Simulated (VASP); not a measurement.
Computed with PBE GGA, VASP's PBE PAW potentials (set 64) (plane waves; VASP 6.6.1).

The input files of a VASP run:

File KPOINTS:
```
Automatic mesh
0
G
  14 14 14
0 0 0
```

**INCAR**
```
SYSTEM = Cu
PREC = Accurate; ENCUT = 400; LREAL = F
LASPH = T
EDIFF = 1E-3; NELM = 100; ALGO = Normal
LMAXMIX = 4
ISMEAR = 1; SIGMA = 0.1
GGA = PE
ISIF = 2
LWAVE = F; LCHARG = F
```

File POSCAR:
```
Cu
2.361710
  1.0000000000   0.0000000000   0.0000000000
  0.0000000000   1.0000000000   0.0000000000
  0.0000000000   0.0000000000   1.0000000000
Cu
1
direct
  0.0000000000   0.0000000000   0.0000000000
```

POTCAR, in this order: Cu (PBE.64 set). Program: vasp_std.

### Question
Predict the energy per atom (σ→0), pressure, band gap (on the k-mesh).

### Answer

| Property | Result |
|---|---|
| energy per atom (σ→0) | -3.250 eV/atom |
| band gap (on the k-mesh) | none (metal, semimetal or under 0.01 eV) |
| pressure | 5.69 GPa |

### OSZICAR
```
...
DAV:   4    -0.399116092929E+01   -0.31016E-02   -0.31012E-02  2523   0.225E+00
DAV:   5    -0.399120633692E+01   -0.45408E-04   -0.45406E-04  2103   0.221E-01    0.719E+00
DAV:   6    -0.363562348562E+01    0.35558E+00   -0.14800E+01  2283   0.892E+01    0.396E+00
DAV:   7    -0.325875187465E+01    0.37687E+00   -0.24777E+00  2283   0.365E+01    0.373E-01
DAV:   8    -0.325290473436E+01    0.58471E-02   -0.21179E-02  2573   0.337E+00    0.441E-01
DAV:   9    -0.324964788375E+01    0.32569E-02   -0.24742E-02  2247   0.335E+00    0.504E-02
DAV:  10    -0.324961941430E+01    0.28469E-04   -0.23619E-04  1148   0.347E-01
   1 F= -.32496194E+01 E0= -.32495728E+01  d E =-.139845E-03
```

The structure was generated: Cu was put into the simple-cubic type (Pm-3m), which need not be its known phase. The cell was not relaxed at this level. The run is one of a series of settings (EDIFF = 1E-3 against the base run), some of them coarse on purpose.
